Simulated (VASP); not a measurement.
Calculation: PW91 GGA, VASP's PBE PAW potentials (set 64) (plane waves; VASP 6.6.1).

A VASP calculation is set up with these files.

**POSCAR**
```
AlN
1.0
  1.5487105400  -2.6824453357   0.0000000000
  1.5487105400   2.6824453357   0.0000000000
  0.0000000000   0.0000000000   4.9598322596
Al N
2 2
Direct
  0.6666670000   0.3333330000   0.5000587813
  0.3333330000   0.6666670000   0.0000587813
  0.6666670000   0.3333330000   0.8819412187
  0.3333330000   0.6666670000   0.3819412187
```

KPOINTS:
```
Automatic mesh
0
Gamma
8 8 5
0 0 0
```

**INCAR**
```
ISMEAR = 0   ! Gaussian
LCHARG = F
EDIFFG = -0.01   ! ionic stop
IBRION = 2   ! conjugate gradients
LASPH = T   ! aspherical one-centre terms
ISIF = 4
ALGO = Normal   ! blocked Davidson
NELM = 100   ! most electronic steps
ENCUT = 520   ! plane-wave cut-off (eV)
GGA = 91
LREAL = F   ! projection in real space or not
NSW = 30
LWAVE = F
SYSTEM = AlN
PREC = Accurate
SIGMA = 0.05   ! width (eV)
EDIFF = 1E-7
```

POTCAR, in this order: Al N (PBE.64 set). Program: vasp_std.

Output

### OSZICAR
```
       N       E                     dE             d eps       ncg     rms          rms(c)
DAV:   1     0.540239290728E+02    0.54024E+02   -0.76336E+03   720   0.120E+03
DAV:   2    -0.308653244802E+02   -0.84889E+02   -0.77563E+02  1068   0.226E+02
DAV:   3    -0.349118741490E+02   -0.40465E+01   -0.40216E+01   948   0.535E+01
DAV:   4    -0.349456540543E+02   -0.33780E-01   -0.33773E-01   824   0.573E+00
DAV:   5    -0.349461276449E+02   -0.47359E-03   -0.47357E-03   916   0.699E-01    0.124E+01
DAV:   6    -0.299497073300E+02    0.49964E+01   -0.17675E+01   868   0.323E+01    0.424E+00
DAV:   7    -0.299567030431E+02   -0.69957E-02   -0.69386E-01   784   0.657E+00    0.290E+00
DAV:   8    -0.299432527373E+02    0.13450E-01   -0.80669E-02   816   0.293E+00    0.459E-01
DAV:   9    -0.299384831045E+02    0.47696E-02   -0.20768E-02   920   0.107E+00    0.237E-01
DAV:  10    -0.299389426244E+02   -0.45952E-03   -0.17707E-03   840   0.329E-01    0.132E-01
DAV:  11    -0.299388792071E+02    0.63417E-04   -0.17908E-04   828   0.111E-01    0.299E-02
DAV:  12    -0.299388799723E+02   -0.76526E-06   -0.53930E-06   856   0.240E-02    0.659E-03
DAV:  13    -0.299388796198E+02    0.35254E-06   -0.40877E-06   840   0.152E-02    0.430E-03
DAV:  14    -0.299388796245E+02   -0.47282E-08   -0.27921E-07   708   0.482E-03
   1 F= -.29938880E+02 E0= -.29938880E+02  d E =-.299389E+02
```

### OUTCAR
```
------------------------ aborting loop because EDIFF is reached ----------------------------------------
  FORCE on cell =-STRESS in cart. coord.  units (eV):
  Direction    XX          YY          ZZ          XY          YZ          ZX
  --------------------------------------------------------------------------------------
  Total        1.6271934      1.6271934      1.5981051      0.0000000      0.0000000      0.0000000
  in kB       63.2632715     63.2632712     62.1323547      0.0000000      0.0000000      0.0000000
  external PRESSURE =      62.8862991 kB  Pullay stress =       0.0000000 kB
  volume of cell :       41.21
      direct lattice vectors                 reciprocal lattice vectors
     1.548710540 -2.682445336  0.000000000     0.322849227 -0.186397088  0.000000000
     1.548710540  2.682445336  0.000000000     0.322849227  0.186397088  0.000000000
     0.000000000  0.000000000  4.959832260     0.000000000  0.000000000  0.201619722
  FREE ENERGIE OF THE ION-ELECTRON SYSTEM (eV)
  ---------------------------------------------------
  free  energy   TOTEN  =       -29.9388796245 eV

  energy  without entropy=      -29.9388796245  energy(sigma->0) =      -29.93887962

 reached required accuracy - stopping structural energy minimisation
```
(Selected blocks of OUTCAR.)

The compound is AlN in the wurtzite structure. This cell is one point of a volume scan, at 0.97 of the reference volume.
